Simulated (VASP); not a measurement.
A convergence study with VASP on CdTe (zinc blende): one setting is varied, all else stays as given below, so the limit is that of these other settings. Each run relaxes cell and ions from the cell shown.

```
CELL_PARAMETERS angstrom
      0.00000     3.24000     3.24000
      3.24000     0.00000     3.24000
      3.24000     3.24000     0.00000
ATOMIC_POSITIONS crystal
  Cd 0.00000 0.00000 0.00000
  Te 0.25000 0.25000 0.25000
```

These are LDA (Ceperley-Alder, Perdew-Zunger), VASP's LDA PAW potentials (set 64) (plane waves; VASP) values and carry that method's errors. The tightest run used: 550 eV cut-off, 11×11×11 Γ-centred mesh, Gaussian smearing of 0.050 eV, potentials Cd Te.

Unless said otherwise, spin-orbit coupling is left out, though it shifts the bands of the heavy elements here. Gaps are read on the run's mesh, which can miss a band edge.

### Question
The settings run are 2×2×2 mesh; 3×3×3 mesh; 4×4×4 mesh; 5×5×5 mesh; 7×7×7 mesh; 8×8×8 mesh; 9×9×9 mesh; 10×10×10 mesh; 11×11×11 mesh. From which on does the relaxed volume stay within 0.1 Å³/atom of the tightest run?

### Answer
From 5×5×5 mesh on: it is off by 0.052 there and by no more than 0.1 in any finer run, while 4×4×4 mesh is off by 0.185.
| setting | relaxed volume (Å³/atom) | E (eV/atom) | gap on the mesh (eV) | irreducible k-points | difference judged (Å³/atom) |
|---|---|---|---|---|---|
| 2×2×2 mesh | 36.089 | -2.3608 | 0.181 | 3 | 3.010 |
| 3×3×3 mesh | 33.756 | -2.8862 | 0.521 | 4 | 0.676 |
| 4×4×4 mesh | 33.265 | -2.9894 | 0.602 | 8 | 0.185 |
| 5×5×5 mesh | 33.132 | -3.0149 | 0.627 | 10 | 0.052 |
| 7×7×7 mesh | 33.083 | -3.0248 | 0.637 | 20 | 0.004 |
| 8×8×8 mesh | 33.080 | -3.0256 | 0.638 | 29 | 0.001 |
| 9×9×9 mesh | 33.080 | -3.0260 | 0.639 | 35 | 0.000 |
| 10×10×10 mesh | 33.080 | -3.0261 | 0.639 | 47 | 0.000 |
| 11×11×11 mesh | 33.080 | -3.0262 | 0.639 | 56 | 0.000 |

Left out are rungs that failed or repeat a setting and relaxations that didn't move; long series are thinned to 24 rows.

The compound is CdTe in the zinc blende structure.
